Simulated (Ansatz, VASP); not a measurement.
**One calculation of ZnB2, two programs**

File INCAR:

```
  PREC = Accurate
  ENCUT = 520
  EDIFF = 1E-7
  ISMEAR = 0
  SIGMA = 0.1
  LREAL = False
  LASPH = True
  NELM = 80
  ALGO = Fast
  ISIF = 2
  LWAVE = False
  LCHARG = True
  GGA = PE
  LELF = True
  LVHAR = True
  NBANDS = 16
```

Contents of KPOINTS:

```
Automatic mesh
0
Gamma
  6 6 6
```

POSCAR

```
ZnB2
1.0
    0.0000000000      2.4058644700      2.4058644700
    2.4058644700      0.0000000000      2.4058644700
    2.4058644700      2.4058644700      0.0000000000
Zn B
1 2
Direct
    0.0000000000      0.0000000000      0.0000000000
    0.2500000000      0.2500000000      0.2500000000
    0.5000000000      0.5000000000      0.5000000000
```

Input for Ansatz:

```yaml
crystal:
  lattice:
    - [0.0, 2.40586447, 2.40586447]
    - [2.40586447, 0.0, 2.40586447]
    - [2.40586447, 2.40586447, 0.0]
  atoms:
    - { symbol: Zn, position: [0.0, 0.0, 0.0] }
    - { symbol: B, position: [0.25, 0.25, 0.25] }
    - { symbol: B, position: [0.5, 0.5, 0.5] }
basis:
  ecutwfc: 420
kpoints:
  mp_grid: { grid: [6, 6, 6] }
hamiltonian:
  xc: pbe
scf:
  occupations: { method: gaussian, width: 0.1 }
  lower_state_search: "off"
output:
  forces: true
  stress: true
  eigenvalues: true
```

Change from the starting cell: species swapped into the Cu2Se type (F-43m, No. 216).

Alike in both runs: task single point; functional PBE; k mesh 6 × 6 × 6; occupations gaussian, width 0.1 eV; no spin polarisation.

```csv
,VASP,Ansatz
version,VASP 6.6.1,Ansatz 0.2.0
potentials or method,"VASP PAW PBE potentials, release 64 (Zn, B)","scalar-relativistic, plane waves, PAW"
plane-wave cutoff (eV),520,420
valence electrons in the cell,18,18
```

```csv
,VASP,Ansatz,Ansatz less VASP
gap on the k mesh at the Fermi level (eV),none,none,-
pressure (GPa),-2.2,-2.7,-0.52
```

A gap of «none» marks a metal or a gap that the smearing closes.

Caveats: the k mesh is coarse (spacing up to 0.38 Å⁻¹), so the values aren't converged.
